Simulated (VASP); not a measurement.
VASP ran on this input.

**INCAR**
```
SYSTEM = RhC
PREC = Accurate; ENCUT = 400; LREAL = F
LASPH = T
EDIFF = 1E-6; NELM = 100; ALGO = Normal
LMAXMIX = 4
ISMEAR = -1; SIGMA = 0.1
GGA = PE
ISIF = 2
LWAVE = F; LCHARG = F
```

### POSCAR
```
RhC
2.9902060
  0.0000000000   0.7071068013   0.7071068013
  0.7071068013   0.0000000000   0.7071068013
  0.7071068013   0.7071068013   0.0000000000
C Rh
1 1
Cart
  0.0000000000   0.0000000000   0.0000000000
  0.7071068013   0.7071068013   0.7071068013
```

KPOINTS:
```
Automatic
0
G
  9 9 9
```

POTCAR, in this order: C Rh_pv (PBE.64 set). Program: vasp_std.

Write an equivalent input for Quantum ESPRESSO's pw.x.

One equivalent input (not run):
```
&CONTROL
  calculation = 'scf'
  pseudo_dir = './pseudo'
  outdir = './out'
  tprnfor = .true.
  tstress = .true.
/
&SYSTEM
  ibrav = 0
  nat = 2
  ntyp = 2
  ecutwfc = 88
  occupations = 'smearing'
  smearing = 'fermi-dirac'
  degauss = 0.00735
  input_dft = 'pbe'
/
&ELECTRONS
  conv_thr = 7.3e-08
  electron_maxstep = 100
/
ATOMIC_SPECIES
  C 12.011 C.upf
  Rh 102.906 Rh.upf
CELL_PARAMETERS angstrom
     0.0000000    2.1143950    2.1143950
     2.1143950    0.0000000    2.1143950
     2.1143950    2.1143950    0.0000000
ATOMIC_POSITIONS crystal
  C    0.0000000  0.0000000  0.0000000
  Rh   0.5000000  0.5000000  0.5000000
K_POINTS automatic
  9 9 9 0 0 0
```
Limits of the translation: the potentials are each code's own (VASP's PAW set, PseudoDojo norm-conserving files in pw.x), so ENCUT and ecutwfc are chosen apart and not converted; conv_thr bounds pw.x's estimated SCF error, while EDIFF bounds the energy change between steps.

The structure was generated: RhC was put into an ordered model structure, which need not be its known phase. The cell was not relaxed at this level.
